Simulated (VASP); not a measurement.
Input:

```
Ti3ZrC4
1.0
    0.00000     2.20204     2.20204
    2.20204     0.00000     2.20204
    8.78199     8.78199     0.02616
Zr C Ti
1 4 3
Direct
  0.00000   0.00000   0.00000
  0.48237   0.48237   0.13823
  0.49416   0.49416   0.37938
  0.50584   0.50584   0.62062
  0.51763   0.51763   0.86177
  0.98867   0.98867   0.25850
  0.00000   0.00000   0.50000
  0.01133   0.01133   0.74150
```

Computed with PBEsol GGA, VASP's PBE PAW potentials (set 64) (plane waves; VASP 6.6.1). Settings: 520 eV cut-off, 13×13×4 Γ-centred mesh, tetrahedra with Blöchl corrections, potentials Zr_sv C Ti_sv.

Q: Estimate the energy per atom (σ→0), band gap (on the k-mesh) with the smallest direct gap where there is one.

A: 
```yaml
band gap (on the k-mesh): none (metal, semimetal or under 0.01 eV)
energy per atom (σ→0): -9.948 eV/atom
```

The absolute energy has meaning only against runs of the same code, potentials and settings.

The structure was generated: Ti3ZrC4 was put into an ordered model structure (R-3m), which need not be its known phase. It was relaxed first.
